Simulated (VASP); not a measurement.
Level of theory: PBEsol GGA, VASP's PBE PAW potentials (set 64) (plane waves; VASP).

VASP ran on this input.

### POSCAR
```
HfO2
1.0
  0.0000000000   2.4568305315   2.4568305315
  2.4568305315   0.0000000000   2.4568305315
  2.4568305315   2.4568305315   0.0000000000
Hf O
1 2
Cartesian
  0.0000000000   0.0000000000   0.0000000000
  1.2284152658   1.2284152658   1.2284152658
  3.6852457973   3.6852457973   3.6852457973
```

File KPOINTS:
```
Automatic mesh
0
Gamma
8 8 8
0 0 0
```

INCAR:
```
SYSTEM  =  HfO2
PREC  =  Accurate; ENCUT  =  620; LREAL  =  .FALSE.
LASPH  =  .TRUE.
EDIFF  =  1E-6; NELM  =  100; ALGO  =  Normal
LMAXMIX  =  6
ISMEAR  =  0; SIGMA  =  0.05
GGA  =  PS
IBRION  =  2; NSW  =  40; ISIF  =  3
EDIFFG  =  -0.02; PSTRESS  =  200
LWAVE  =  .FALSE.; LCHARG  =  .FALSE.
```

POTCAR, in this order: Hf_pv O (PBE.64 set). Program: vasp_std.

What VASP printed:

### OSZICAR
```
       N       E                     dE             d eps       ncg     rms          rms(c)
DAV:   1     0.111740425663E+03    0.11174E+03   -0.14443E+04   870   0.169E+03
DAV:   2    -0.328063094593E+02   -0.14455E+03   -0.14070E+03  1129   0.347E+02
DAV:   3    -0.366408022659E+02   -0.38345E+01   -0.38319E+01  1108   0.560E+01
DAV:   4    -0.366600182155E+02   -0.19216E-01   -0.19214E-01  1101   0.427E+00
DAV:   5    -0.366601538253E+02   -0.13561E-03   -0.13561E-03  1094   0.325E-01    0.605E+01
DAV:   6    -0.316578285281E+02    0.50023E+01   -0.25008E+01   947   0.374E+01    0.501E+01
DAV:   7    -0.315560188448E+02    0.10181E+00   -0.64502E-01  1087   0.781E+00    0.299E+01
DAV:   8    -0.315300149560E+02    0.26004E-01   -0.10998E-01  1108   0.371E+00    0.458E+00
DAV:   9    -0.315240603394E+02    0.59546E-02   -0.23985E-02  1080   0.141E+00    0.173E+00
DAV:  10    -0.315238594743E+02    0.20087E-03   -0.31778E-03  1115   0.459E-01    0.254E-01
DAV:  11    -0.315238429113E+02    0.16563E-04   -0.20570E-04  1017   0.127E-01    0.159E-01
DAV:  12    -0.315238430782E+02   -0.16693E-06   -0.17481E-05  1137   0.345E-02    0.152E-02
DAV:  13    -0.315238432715E+02   -0.19325E-06   -0.13019E-06   835   0.984E-03
   1 F= -.27821514E+02 E0= -.27821514E+02  d E =-.278215E+02
```

OUTCAR:
```
------------------------ aborting loop because EDIFF is reached ----------------------------------------
  FORCE on cell =-STRESS in cart. coord.  units (eV):
  Direction    XX          YY          ZZ          XY          YZ          ZX
  --------------------------------------------------------------------------------------
  Total        3.6653861      3.6653861      3.6653861     -0.0000000      0.0000000     -0.0000000
  in kB      198.0043407    198.0043407    198.0043407     -0.0000000      0.0000000     -0.0000000
  external PRESSURE =      -1.9956593 kB  Pullay stress =     200.0000000 kB
  volume of cell :       29.66
      direct lattice vectors                 reciprocal lattice vectors
     0.000000000  2.456830532  2.456830532    -0.203514241  0.203514241  0.203514241
     2.456830532  0.000000000  2.456830532     0.203514241 -0.203514241  0.203514241
     2.456830532  2.456830532  0.000000000     0.203514241  0.203514241 -0.203514241
 POSITION                                       TOTAL-FORCE (eV/Angst)
 -----------------------------------------------------------------------------------
      0.00000      0.00000      0.00000        -0.000000      0.000000      0.000000
      1.22842      1.22842      1.22842        -0.000000     -0.000000     -0.000000
      3.68525      3.68525      3.68525         0.000000      0.000000      0.000000
 -----------------------------------------------------------------------------------
    total drift:                                0.000000      0.000000      0.000000
  FREE ENERGIE OF THE ION-ELECTRON SYSTEM (eV)
  ---------------------------------------------------
  free  energy   TOTEN  =       -31.5238432715 eV

  energy  without entropy=      -31.5238432715  energy(sigma->0) =      -31.52384327
  enthalpy is  TOTEN    =       -27.8215142572 eV   P V=        3.7023290143

 reached required accuracy - stopping structural energy minimisation
```
(Selected blocks of OUTCAR.)

### OUTCAR
```
 val. band max:        4.9663461888   @ k =   0.5000   0.5000   0.0000

 cond. band min:       8.8791756418   @ k =   0.5000   0.5000   0.0000


 Fermi energy:         5.2897730475

 k-point     1 :       0.0000    0.0000    0.0000
  band No.  band energies     occupation
      1     -24.2444      2.00000
      2     -24.2444      2.00000
      3     -24.2444      2.00000
      4     -14.3347      2.00000
      5     -10.7382      2.00000
      6      -1.0472      2.00000
      7      -1.0472      2.00000
      8      -1.0472      2.00000
      9       4.3026      2.00000
     10       4.3026      2.00000
     11       4.3026      2.00000
     12       8.9486      0.00000
     13       8.9486      0.00000
     14      11.3635      0.00000
     15      16.6173      0.00000

 k-point     2 :       0.1250    0.0000    0.0000
  band No.  band energies     occupation
      1     -24.3541      2.00000
      2     -24.2557      2.00000
      3     -24.2557      2.00000
      4     -14.0649      2.00000
      5     -10.9576      2.00000
      6      -0.8760      2.00000
      7      -0.8760      2.00000
      8      -0.5413      2.00000
      9       3.8327      2.00000
     10       3.9691      2.00000
     11       3.9691      2.00000
     12       9.3121      0.00000
     13       9.3121      0.00000
     14      11.9654      0.00000
     15      15.7350      0.00000

 k-point     3 :       0.2500    0.0000    0.0000
  band No.  band energies     occupation
      1     -24.6029      2.00000
      2     -24.2829      2.00000
      3     -24.2829      2.00000
      4     -13.4527      2.00000
      5     -11.3599      2.00000
      6      -0.4595      2.00000
      7      -0.4595      2.00000
      8       0.6041      2.00000
      9       2.8916      2.00000
     10       3.3924      2.00000
     11       3.3924      2.00000
     12       9.8447      0.00000
     13       9.8447      0.00000
     14      12.4721      0.00000
     15      15.1496      0.00000
...
```

Unless said otherwise, spin-orbit coupling is left out, though it shifts the bands of the heavy elements here.

The compound is HfO2 in the fluorite structure, the high-temperature cubic form, which is unstable at 0 K; the monoclinic form is the stable one. It was relaxed first under an external pressure of 20 GPa.
